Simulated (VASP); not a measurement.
Calculation: vdW-DF2, VASP's PBE PAW potentials (set 64) (plane waves; VASP).

Input for VASP

File KPOINTS:
```
Automatic mesh
0
Gamma
9 9 9
0 0 0
```

### POSCAR
```
InAs
1
   -0.0000000000     3.1903229877     3.1903229877
    3.1903229877     0.0000000000     3.1903229877
    3.1903229877     3.1903229877    -0.0000000000
In As
1 1
Direct
  0.0000000000   0.0000000000   0.0000000000
  0.2500000000   0.2500000000   0.2500000000
```

### INCAR
```
SIGMA  =  0.1   # width (eV)
LASPH  =  .TRUE.   # aspherical one-centre terms
ISMEAR  =  1   # Methfessel-Paxton
EDIFFG  =  -0.01   # ionic stop
NELM  =  100   # most electronic steps
LCHARG  =  .FALSE.
EDIFF  =  1E-6
ZAB_VDW  =  -1.8867
LMAXMIX  =  4
ISIF  =  3   # ions, shape and volume
NSW  =  60   # most ionic steps
ALGO  =  Normal   # blocked Davidson
IBRION  =  2   # conjugate gradients
ENCUT  =  520
GGA  =  ML
LWAVE  =  .FALSE.
PREC  =  Accurate
AGGAC  =  0.0
LREAL  =  .FALSE.
LUSE_VDW  =  .TRUE.
SYSTEM  =  InAs
```

POTCAR, in this order: In_d As (PBE.64 set). Program: vasp_std.

Question: What will the output report for the number of irreducible k-points (NKPTS), largest plane-wave count, number of space-group operations, FFT grid (NGX, NGY, NGZ)?

Answer: 
```
Quantity                                       Value
--------------------------------------  ------------
number of irreducible k-points (NKPTS)            35
largest plane-wave count                        1807
number of space-group operations                  24
FFT grid (NGX, NGY, NGZ)                36 × 36 × 36
```

The compound is InAs in the zinc blende structure. This run relaxes it. Symmetry was kept, so distortions that lower it aren't found. The start is the result of an earlier pass.
